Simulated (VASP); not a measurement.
```
CELL_PARAMETERS angstrom
      2.93959     0.00000     0.00000
      0.00000     2.93959     0.00000
      0.00000     0.00000     2.93959
ATOMIC_POSITIONS crystal
  Ti 0.00000 0.00000 0.00000
  Co 0.50000 0.50000 0.50000
```

Method: revTPSS meta-GGA, VASP's PBE PAW potentials (set 64) (plane waves; VASP). Settings: 520 eV cut-off, 11×11×11 Γ-centred mesh, first-order Methfessel-Paxton smearing of 0.10 eV, potentials Ti_sv Co.

Question: What does the run give for the energy per atom (σ→0), band gap (on the k-mesh) with the smallest direct gap where there is one?

Answer: 
* **band gap (on the k-mesh)**: none (metal, semimetal or under 0.01 eV)
* **energy per atom (σ→0)**: -6074 meV/atom

Total energies compare only between runs with the same potentials, cut-off and functional.

The compound is TiCo in the CsCl type structure. It was relaxed first. The start is the result of an earlier pass. The run is not spin-polarised, so no magnetic state was tried. The electron count is odd and the run is not spin-polarised, which forces a metal.
